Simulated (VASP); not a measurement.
Computed with vdW-DF-cx, VASP's PBE PAW potentials (set 64) (plane waves; VASP).

The input files of a VASP run:

KPOINTS:
```
K-points
0
gamma
 9 9 6
```

INCAR:
```
AGGAC = 0.0
ALGO = Normal
EDIFF = 1E-7
EDIFFG = -0.01
ENCUT = 520
GGA = CX
IBRION = 2
ISIF = 4
ISMEAR = 1
LASPH = .True.
LCHARG = .False.
LMAXMIX = 4
LREAL = .False.
LUSE_VDW = .True.
LWAVE = .False.
NELM = 100
NSW = 30
PREC = Accurate
SIGMA = 0.1
SYSTEM = NiSb
```

POSCAR:
```
NiSb
1.0
  1.9246187104  -3.3335375512   0.0000000000
  1.9246187104   3.3335375512   0.0000000000
  0.0000000000   0.0000000000   5.0062784656
Ni Sb
2 2
Cartesian
  1.9246187104  -3.3335375512   2.5031392328
  1.9246187104  -3.3335375512   0.0000000000
  1.9246187104   1.1111814061   1.2515696164
  1.9246187104  -1.1111814061   3.7547088492
```

POTCAR, in this order: Ni Sb (PBE.64 set). Program: vasp_std.

Unless said otherwise, spin-orbit coupling is left out, though it shifts the bands of the heavy elements here.

Question: Predict the energy per atom (σ→0), band gap (on the k-mesh).

Answer: 
```yaml
energy per atom (σ→0): -2.971 eV/atom
band gap (on the k-mesh): none (metal, semimetal or under 0.01 eV)
```

File OSZICAR:
```
...
       N       E                     dE             d eps       ncg     rms          rms(c)
DAV:   1    -0.118845305272E+02   -0.14934E-03   -0.38189E-03  1917   0.504E-01    0.745E-02
DAV:   2    -0.118844583258E+02    0.72201E-04   -0.19215E-04  2426   0.253E-01    0.519E-02
DAV:   3    -0.118844401535E+02    0.18172E-04   -0.20141E-04  1996   0.280E-01    0.413E-02
DAV:   4    -0.118844124203E+02    0.27733E-04   -0.61783E-05  2377   0.145E-01    0.436E-03
DAV:   5    -0.118844127865E+02   -0.36618E-06   -0.65894E-06  1925   0.317E-02    0.282E-03
DAV:   6    -0.118844127228E+02    0.63633E-07   -0.17639E-07  1326   0.620E-03
   2 F= -.11884413E+02 E0= -.11884493E+02  d E =-.315261E-04
```

The compound is NiSb in the NiAs type structure. This cell is one point of a volume scan, at 0.94 of the reference volume. Symmetry was kept, so distortions that lower it aren't found. The run is not spin-polarised, so no magnetic state was tried.
